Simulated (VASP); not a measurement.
# A VASP study of PIr2 (r2SCAN + rVV10): structure first, properties next, part 2 of 7

Wanted: the relaxed cell of PIr2 and its properties. The start is a cell from a database of measured crystal structures.

VASP 6.6.1; r2SCAN with rVV10; plane waves and PAW (P, Ir).

Still holding for the runs below: This run has no spin polarisation. Its electron count is odd, so without a moment it is a metal by construction. The k-mesh is coarse for a metal.

So far. Step 2 (Relaxing cell and atoms (r2SCAN + rVV10)): It ends with forces that vanish by symmetry and a pressure of 0.01 GPa. The volume lies +0.7 % from that of the database's start.

The database entry behind the starting cell differs from later determinations by our own check (0.1 to 0.3 % short, probably kX units), so it need not match the best structure at ambient conditions.

## (3) Density, ELF and potential (r2SCAN + rVV10)

The relaxed cell gets a fresh self-consistent run, on a basis set for its own volume, to fix the density and to check the remaining stress.

File INCAR:

```
SYSTEM = PIr2
PREC = Accurate
ENCUT = 400
EDIFF = 1E-06
NELM = 100
ISMEAR = 0
SIGMA = 0.05
LREAL = .FALSE.
ALGO = Normal
METAGGA = R2SCAN
LUSE_VDW = .TRUE.
IVDW_NL = 2
BPARAM = 11.95
CPARAM = 0.0093
LASPH = .TRUE.
NBANDS = 17
LORBIT = 11
LWAVE = .FALSE.
LCHARG = .TRUE.
ISIF = 2
LELF = .TRUE.
LVHAR = .TRUE.
```

File POSCAR:

```
PIr2
1.0
    0.0000000000      2.7742065316      2.7742065316
    2.7742065316      0.0000000000      2.7742065316
    2.7742065316      2.7742065316      0.0000000000
P Ir
1 2
Direct
    0.0000000000      0.0000000000      0.0000000000
    0.2500000000      0.2500000000      0.2500000000
    0.7500000000      0.7500000000      0.7500000000
```

File KPOINTS:

```
Automatic mesh
0
Gamma
7 7 7
0 0 0
```

Potentials, in the order of the species: P and Ir (PBE family, release 64).

Launch:

```
> mpirun -np 2 vasp_std
```

Output:

```text
[banner, memory and clock lines left out]
running    2 mpi-ranks, on    1 nodes
 distrk:  each k-point on    2 cores,    1 groups
 distr:  one band on    1 cores,    2 groups

 POSCAR found type information on POSCAR P Ir
 POSCAR found :  2 types and       3 ions
 [... a notice as in an earlier step ...]

 [... a notice as in an earlier step ...]

 LDA part: xc-table for (None), standard interpolation
|                                                                             |
|           W    W    AA    RRRRR   N    N  II  N    N   GGGG   !!!           |
|           W    W   A  A   R    R  NN   N  II  NN   N  G    G  !!!           |
|           W    W  A    A  R    R  N N  N  II  N N  N  G       !!!           |
|           W WW W  AAAAAA  RRRRR   N  N N  II  N  N N  G  GGG   !            |
|           WW  WW  A    A  R   R   N   NN  II  N   NN  G    G                |
|           W    W  A    A  R    R  N    N  II  N    N   GGGG   !!!           |
|                                                                             |
|     The number of bands has been changed from the values supplied in        |
|     The orbitals not found in the WAVECAR file will be initialized with     |
|     random numbers, which is usually adequate. For correlated               |
|     calculations, however, you should redo the groundstate calculation.     |
|     I found NBANDS = 17. Now, NBANDS = 18.                                  |
|                                                                             |

 POSCAR, INCAR and KPOINTS ok, starting setup
 FFT: planning ... GRIDC
 FFT: planning ... GRID_SOFT
 FFT: planning ... GRID
 WAVECAR not read
 entering main loop
       N       E                     dE             d eps       ncg     rms          rms(c)
Total rVV10 correction in eV:      0.3739198    30.3482851
DAV:   1     0.689111994229E+02    0.68911E+02   -0.89995E+03   720   0.989E+02
DAV:   2    -0.112573236391E+03   -0.18148E+03   -0.17160E+03   722   0.315E+02
DAV:   3    -0.120253930386E+03   -0.76807E+01   -0.75447E+01   904   0.687E+01
DAV:   4    -0.120376182899E+03   -0.12225E+00   -0.12195E+00   830   0.859E+00
DAV:   5    -0.120379063892E+03   -0.28810E-02   -0.28804E-02   892   0.127E+00    0.253E+01
Total rVV10 correction in eV:      0.3512065    30.3482853
DAV:   6    -0.114842179391E+03    0.55369E+01   -0.44251E+00   922   0.240E+01    0.959E+00
Total rVV10 correction in eV:      0.3510661    30.3482853
DAV:   7    -0.114800513021E+03    0.41666E-01   -0.20475E-01   854   0.485E+00    0.566E+00
Total rVV10 correction in eV:      0.3481026    30.3482853
DAV:   8    -0.114784449711E+03    0.16063E-01   -0.23083E-02   742   0.128E+00    0.522E-01
Total rVV10 correction in eV:      0.3478402    30.3482853
DAV:   9    -0.114783812348E+03    0.63736E-03   -0.26882E-03   984   0.583E-01    0.313E-01
Total rVV10 correction in eV:      0.3477284    30.3482853
DAV:  10    -0.114783965374E+03   -0.15303E-03   -0.33386E-04   758   0.168E-01    0.112E-01
Total rVV10 correction in eV:      0.3477647    30.3482853
DAV:  11    -0.114783953811E+03    0.11563E-04   -0.13212E-05   982   0.322E-02    0.967E-03
Total rVV10 correction in eV:      0.3477817    30.3482853
DAV:  12    -0.114783950617E+03    0.31940E-05   -0.72449E-07   416   0.828E-03    0.537E-03
Total rVV10 correction in eV:      0.3477783    30.3482853
DAV:  13    -0.114783950841E+03   -0.22393E-06   -0.13418E-07   374   0.492E-03
Total rVV10 correction in eV:      0.3477772    30.3482853
Total rVV10 correction in eV:      0.3477782    30.3482853
   1 F= -.11478395E+03 E0= -.11478265E+03  d E =-.259983E-02
```

Run time: 53 s. Hardware: 2 MPI ranks of AMD EPYC 7R43, shared host; peak memory 0.33 GiB; 1.7 min of CPU time.

From OUTCAR (step 3):

```text
  LATTYP: Found a face centered cubic cell.
 ALAT       =     5.5484130632

The static configuration has the point symmetry O_h .

 Found     20 irreducible k-points:

   k-points           NKPTS =     20   k-points in BZ     NKDIM =     20   number of bands    NBANDS=     18

   ENCUT  =  400.0 eV  29.40 Ry    5.42 a.u.   6.40  6.40  6.40*2*pi/ulx,y,z

   NELECT =      23.0000    total number of electrons

 E-fermi :   9.5027

 k-point     1 :       0.0000    0.0000    0.0000
  band No.  band energies     occupation
    ...
      5       3.5902      2.00000
      6       3.5902      2.00000
      7       9.0448      2.00000
      8       9.0448      2.00000
      9       9.0448      2.00000
     10      10.5000      0.00000
     11      11.4098      0.00000
     12      11.4098      0.00000
     13      14.3280      0.00000
     14      14.3280      0.00000
    ...

 k-point     2 :       0.1429    0.0000    0.0000
  band No.  band energies     occupation
    ...
      5       3.8269      2.00000
      6       3.8269      2.00000
      7       8.5164      2.00000
      8       8.6929      2.00000
      9       8.6929      2.00000
     10      10.4466      0.00000
     11      10.4466      0.00000
     12      11.1151      0.00000
     13      12.4438      0.00000
     14      14.1683      0.00000
    ...

  Total       -0.0000050     -0.0000050     -0.0000050     -0.0000000     -0.0000000      0.0000000
  in kB       -0.0001858     -0.0001858     -0.0001858     -0.0000000     -0.0000000      0.0000000
  external PRESSURE =      -0.0001858 kB  Pullay stress =       0.0000000 kB

  energy-cutoff  :      400.00
  volume of cell :       42.70
      direct lattice vectors                 reciprocal lattice vectors
     0.000000000  2.774206532  2.774206532    -0.180231715  0.180231715  0.180231715
     2.774206532  0.000000000  2.774206532     0.180231715 -0.180231715  0.180231715
     2.774206532  2.774206532  0.000000000     0.180231715  0.180231715 -0.180231715

 POSITION                                       TOTAL-FORCE (eV/Angst)
 -----------------------------------------------------------------------------------
      0.00000      0.00000      0.00000         0.000000      0.000000      0.000000
      1.38710      1.38710      1.38710         0.000000      0.000000      0.000000
      4.16131      4.16131      4.16131        -0.000000     -0.000000     -0.000000
 -----------------------------------------------------------------------------------
    total drift:                                0.000000      0.000000     -0.000000

  FREE ENERGIE OF THE ION-ELECTRON SYSTEM (eV)
  ---------------------------------------------------
  free  energy   TOTEN  =      -114.7839508406 eV

  energy  without entropy=     -114.7813510121  energy(sigma->0) =     -114.78265093

 total charge
# of ion       s       p       d       tot
------------------------------------------
    1        0.941   1.396   0.000   2.338
    2        0.633   0.708   7.250   8.591
    3        0.633   0.708   7.250   8.591
--------------------------------------------------
tot          2.207   2.813  14.500  19.520

[... 3 parts as in an earlier step ...]

[... 6 further parts left out ...]
```

Numbers from this step:

```
SCF cycles              : 13
bands                   : 18
free energy (TOTEN)     : -114.7840 eV
energy at zero smearing : -114.7827 eV
pressure                : -1.86e-5 GPa
```

Valence electrons inside each PAW sphere by angular momentum. Sphere charges, by row:

```tsv
atom	s (e)	p (e)	d (e)	tot (e)
P1	0.941	1.396	0	2.338
Ir2	0.633	0.708	7.25	8.591
Ir3	0.633	0.708	7.25	8.591
```

Valence density in the ac plane of a cell with a along [110], b along [-110] and c along [001] of the cube at fractional y = 0.000, with atoms of P and Ir within 0.2 Å of it. It is the smooth field of the valence electrons, not physical close to the nuclei.

Values in e/Å³, 8 rows by 16 columns, each cell a mean:
```
0.4 0.7 0.6 0.7 0.8 0.6 0.6 0.5 0.4 0.7 0.6 0.7 0.8 0.6 0.6 0.5
0.4 0.4 1.0 1.9 2.1 1.4 0.6 0.4 0.4 0.4 1.0 1.9 2.1 1.4 0.6 0.4
0.1 0.2 0.8 1.7 1.8 1.1 0.3 0.1 0.1 0.2 0.8 1.7 1.8 1.1 0.3 0.1
0.1 0.1 0.3 0.5 0.5 0.3 0.1 0.1 0.1 0.1 0.3 0.5 0.5 0.3 0.1 0.1
0.1 0.1 0.3 0.7 0.7 0.5 0.2 0.1 0.1 0.1 0.3 0.7 0.7 0.5 0.2 0.1
0.2 0.3 0.9 1.9 2.1 1.3 0.4 0.2 0.2 0.3 0.9 1.9 2.1 1.3 0.4 0.2
0.5 0.5 1.0 1.7 1.8 1.2 0.6 0.5 0.5 0.5 1.0 1.7 1.8 1.2 0.6 0.5
0.2 0.7 0.5 0.5 0.6 0.5 0.7 0.4 0.2 0.7 0.5 0.5 0.6 0.5 0.7 0.4
```
Columns run along a (7.8 Å), rows up along c (5.5 Å), edges of the conventional cell, whose origin can differ from the input's. Atoms in or near the plane, at fractional coordinates: P at (0.00, 0.00), P at (0.50, 0.00), Ir at (0.25, 0.25), Ir at (0.75, 0.25), Ir at (0.25, 0.75), Ir at (0.75, 0.75).

ELF in the ac plane of a cell with a along [110], b along [-110] and c along [001] of the cube at fractional y = 0.000, with atoms of P and Ir within 0.2 Å of it. It is the smooth field of the valence electrons, not physical close to the nuclei.

Ten even steps from '_' (0.02) to '@' (0.69), each cell a mean:
```
==%%@@##++====**%%@@++==%%@@##++====**%%@@++
%%@@%%**==::::++%%@@%%%%@@%%**==::::++%%@@%%
####**++..____--**########**++..____--**####
--====--______..====----====--______..====--
..::----..____::==--....::----..____::==--..
__..--==--..::====::..__..--==--..::====::..
____::--========::..______::--========::..__
____..--==++====::..______..--==++====::..__
__..::--==----==--..____..::--==----==--..__
..::--==::__..--==::....::--==::__..--==::..
::--==--______::==--::::--==--______::==--::
++++++--______::++++++++++++--______::++++++
%%%%##**::__..==##%%%%%%%%##**::__..==##%%%%
**@@@@##==----++%%@@##**@@@@##==----++%%@@##
::##@@##++++++**@@%%==::##@@##++++++**@@%%==
```
Columns run along a (7.8 Å), rows up along c (5.5 Å), edges of the conventional cell, whose origin can differ from the input's. Atoms in or near the plane, at fractional coordinates: P at (0.00, 0.00), P at (0.50, 0.00), Ir at (0.25, 0.25), Ir at (0.75, 0.25), Ir at (0.25, 0.75), Ir at (0.75, 0.75).

Electrostatic potential energy in the ac plane of a cell with a along [110], b along [-110] and c along [001] of the cube at fractional y = 0.000, with atoms of P and Ir within 0.2 Å of it. With pseudopotentials it is smooth inside the atoms' cores, unlike the true potential.

Ten even steps from '_' (-74 eV) to '@' (4 eV), each cell a mean:
```
__..##%%%%%%%%@@%%==____..##%%%%%%%%@@%%==__
--**%%%%##****##%%##==--**%%%%##****##%%##==
%%%%%%##==----**%%%%%%%%%%%%##==----**%%%%%%
@@@@%%**--::::++##@@@@@@@@%%**--::::++##@@@@
@@@@@@##==----++%%@@@@@@@@@@##==----++%%@@@@
@@@@@@%%**++**##@@@@@@@@@@@@%%**++**##@@@@@@
@@@@@@@@%%%%%%@@@@@@@@@@@@@@@@%%%%%%@@@@@@@@
@@@@@@@@@@@@@@@@@@@@@@@@@@@@@@@@@@@@@@@@@@@@
@@@@@@@@%%####%%@@@@@@@@@@@@@@%%####%%@@@@@@
@@@@@@##++==++**%%@@@@@@@@@@##++==++**%%@@@@
@@@@%%**==::--++%%@@@@@@@@%%**==::--++%%@@@@
@@@@%%**--::--++%%@@@@@@@@%%**--::--++%%@@@@
##%%%%##++====**%%%%####%%%%##++====**%%%%##
..==##%%%%####%%%%**::..==##%%%%####%%%%**::
__..**@@@@@@@@@@%%--____..**@@@@@@@@@@%%--__
```
Columns run along a (7.8 Å; values clipped at the 3rd and 97th percentile), rows up along c (5.5 Å), edges of the conventional cell, whose origin can differ from the input's. Atoms in or near the plane, at fractional coordinates: P at (0.00, 0.00), P at (0.50, 0.00), Ir at (0.25, 0.25), Ir at (0.75, 0.25), Ir at (0.25, 0.75), Ir at (0.75, 0.75).

In this run the pressure is 0.00 GPa, small enough to go on.

[end of part 2 of 7]

[Lines on the potential files, build, host, timing and source positions are cut from VASP's logs without a mark.]

[Logs are printed without paths, hosts, clocks, repeated set-up lines and the standing remarks that a program may print on its own settings, such as how far it seeks lower states.]

[Hosts, paths, dates, database ids (printed as entryN), source tags and the programs' standing remarks are cut or masked in the printed files.]

[A measured line is paired with the nearest computed mode of its activity, which favours agreement.]
